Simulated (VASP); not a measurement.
Crystal: Zn2Ga2O3.

```xyz
14
Lattice="5.9081 -0.0038 -0.0350 -1.4787 2.5951 -0.0137 -0.0808 -0.1197 13.3647" Properties=species:S:1:pos:R:3 pbc="T T T"
Zn    0.1412    1.7032    5.4256
Zn    2.9847    1.7725    5.4919
Zn    1.4994    0.8489    7.6814
Zn    4.3332    0.9929    7.8725
Ga    0.1430    1.8604    1.2709
Ga    2.8663    1.7795    1.4250
Ga    1.4140    1.0542   11.9392
Ga    4.3140    0.5960   11.9341
O     1.5707    0.9749    2.1681
O     4.6502    0.8971    2.1280
O    -0.0246    1.7049   11.1747
O     2.9460    1.6312   11.1763
O     5.7257   -0.0995   13.2252
O     2.8709   -0.0390   13.3457
```

The cell was built by a generator and needn't be a form met in nature.

| Item | Value |
| --- | --- |
| Program | VASP 6.6.1 |
| Task | relaxation of cell and atoms |
| Functional | PBE |
| Potentials or basis | VASP PAW PBE potentials, release 64 (Zn, Ga_d, O) |
| Cutoff | 520 eV |
| k mesh | 5 × 5 × 2 |
| Occupations | gaussian, width 0.15 eV |
| Spin | no spin polarisation |

At the start: pressure 5.5 GPa; volume 14.63 Å³/atom.

Question: Where does the relaxation end?

Answer: Over 96 steps the energy falls by 160.1 meV/atom and the volume is 15.24 Å³/atom (+4.2 %); space group P1 (No. 1, to 0.05 Å).

The path:
| step | energy change (eV) | largest force (eV/Å) | pressure (GPa) | volume (Å³) |
| --- | --- | --- | --- | --- |
| 1 | 0.0000 | 6.8257 | 5.55 | 204.81 |
| 4 | -2.0294 | 0.8165 | -0.01 | 209.14 |
| 7 | -2.1041 | 0.5873 | 0.27 | 208.31 |
| 10 | -2.1853 | 0.2147 | 0.04 | 208.47 |
| 13 | -2.1967 | 0.1993 | 0.01 | 208.66 |
| 16 | -2.2097 | 0.0813 | 0.12 | 208.94 |
| 19 | -2.2137 | 0.1149 | 0.01 | 209.42 |
| 22 | -2.2155 | 0.0983 | 0.05 | 209.68 |
| 25 | -2.2173 | 0.0929 | -0.05 | 210.09 |
| 28 | -2.2185 | 0.0650 | -0.11 | 210.54 |
| 31 | -2.2194 | 0.0586 | -0.15 | 211.06 |
| 34 | -2.2202 | 0.0433 | 0.09 | 210.80 |
| 37 | -2.2212 | 0.0606 | 0.09 | 211.04 |
| 40 | -2.2227 | 0.0551 | -0.01 | 211.44 |
| 43 | -2.2243 | 0.0487 | 0.06 | 211.66 |
| 46 | -2.2254 | 0.0471 | -0.04 | 211.93 |
| 49 | -2.2265 | 0.0449 | 0.01 | 212.16 |
| 52 | -2.2280 | 0.0350 | 0.02 | 212.41 |
| 55 | -2.2293 | 0.0641 | -0.07 | 212.74 |
| 58 | -2.2296 | 0.0766 | -0.07 | 212.90 |
| 61 | -2.2308 | 0.0827 | -0.02 | 213.08 |
| 64 | -2.2316 | 0.1038 | 0.02 | 213.25 |
| 67 | -2.2334 | 0.0740 | 0.09 | 213.42 |
| 70 | -2.2344 | 0.0545 | 0.07 | 213.82 |
| 73 | -2.2344 | 0.0613 | -0.07 | 213.86 |
| 76 | -2.2365 | 0.0622 | -0.04 | 213.78 |
| 79 | -2.2376 | 0.0379 | 0.13 | 213.41 |
| 82 | -2.2380 | 0.0864 | 0.03 | 213.51 |
| 85 | -2.2389 | 0.0689 | -0.05 | 213.67 |
| 88 | -2.2392 | 0.0945 | -0.22 | 214.05 |
| 91 | -2.2400 | 0.0623 | -0.12 | 213.86 |
| 94 | -2.2406 | 0.0325 | -0.01 | 213.52 |
| 96 | -2.2410 | 0.0292 | 0.05 | 213.35 |

Final structure:
```cif
data_structure
_symmetry_space_group_name_H-M 'P 1'
_symmetry_Int_Tables_number 1
_cell_length_a 5.9463
_cell_length_b 3.0331
_cell_length_c 13.6873
_cell_angle_alpha 90.072
_cell_angle_beta 90.526
_cell_angle_gamma 120.195
_cell_volume 213.35
loop_
_atom_site_label
_atom_site_type_symbol
_atom_site_fract_x
_atom_site_fract_y
_atom_site_fract_z
_atom_site_occupancy
Zn1 Zn 0.18235 0.70514 0.41846 1
Zn2 Zn 0.68078 0.69493 0.41884 1
Zn3 Zn 0.35849 0.38098 0.57802 1
Zn4 Zn 0.85958 0.37775 0.57758 1
Ga1 Ga 0.19363 0.68789 0.10228 1
Ga2 Ga 0.69454 0.75306 0.10411 1
Ga3 Ga 0.33682 0.36307 0.89521 1
Ga4 Ga 0.83656 0.30781 0.89217 1
O1 O 0.35835 0.35070 0.15879 1
O2 O 0.85862 0.41434 0.15948 1
O3 O 0.17243 0.70203 0.83794 1
O4 O 0.67107 0.64383 0.83750 1
O5 O 0.00645 0.09381 0.99941 1
O6 O 0.50404 0.94519 0.99766 1
```

Caveat: the k mesh is coarse (spacing up to 0.48 Å⁻¹), so the values aren't converged.
